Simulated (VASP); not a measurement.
Set up this calculation in VASP 6.6.1, as the native input.

```yaml
Task: single point
Functional: PBE
Potentials_or_basis: VASP PAW PBE potentials, release 64 (Nb_sv, O)
Cutoff: 520 eV
k_mesh: 4 × 4 × 1
Occupations: gaussian, width 0.1 eV
Spin: no spin polarisation
Dipole_correction: yes
Further_INCAR_settings: ALGO = Normal; EDIFF = 1e-06; NBANDS = 26
```

The structure of NbO4 lies in POSCAR:

```
NbO4
1.0
    4.3010191000      0.0000000000      0.0000000000
    0.0000000000      4.3010191000      0.0000000000
    0.0000000000      0.0000000000     19.0000000000
Nb O
1 4
Direct
    0.0000000000      0.0000000000      0.5000000000
    0.0000000000      0.0000000000      0.3858518800
    0.0000000000      0.0000000000      0.6141481200
    0.0000000000      0.5000000000      0.5000000000
    0.5000000000      0.0000000000      0.5000000000
```

The cell was built by a generator and needn't be a form met in nature.

The cell isn't the ideal one: species swapped into a sheet of the YbCl4 type.

These files were run (other wordings do the same):

INCAR

```
PREC = Accurate
ENCUT = 520
EDIFF = 1E-6
ISMEAR = 0
SIGMA = 0.1
LREAL = F
LASPH = T
NELM = 80
ALGO = Normal
ISIF = 2
LWAVE = F
LCHARG = T
LDIPOL = T
IDIPOL = 3
DIPOL = 0.5 0.5 0.500
GGA = PE
LELF = T
LVHAR = T
LVACPOTAV = T
NBANDS = 26
```

KPOINTS

```
Automatic mesh
0
Gamma
  4 4 1
```

Potentials or basis: VASP PAW PBE potentials, release 64 (Nb_sv, O).

Run with:

```bash
$ cat potpaw_PBE.64/Nb_sv/POTCAR potpaw_PBE.64/O/POTCAR > POTCAR
$ mpirun -np 1 vasp_std > vasp.out
```

It gave:

* Largest force: 3.414 eV/Å
* Band gap on the k mesh: none (metal or under the smearing width)
* Work function of the upper face: 9.18 eV
* Work function of the lower face: 9.18 eV

Caveat: the k mesh is coarse (spacing up to 0.37 Å⁻¹), so the values aren't converged; an odd number of electrons without spin polarisation forces a metal; a magnetic or distorted state may lie lower.

Run time: 39 s on 1 thread of Intel(R) Xeon(R) 6975P-C (Granite Rapids), with other jobs on the host, peak memory 0.36 GiB.
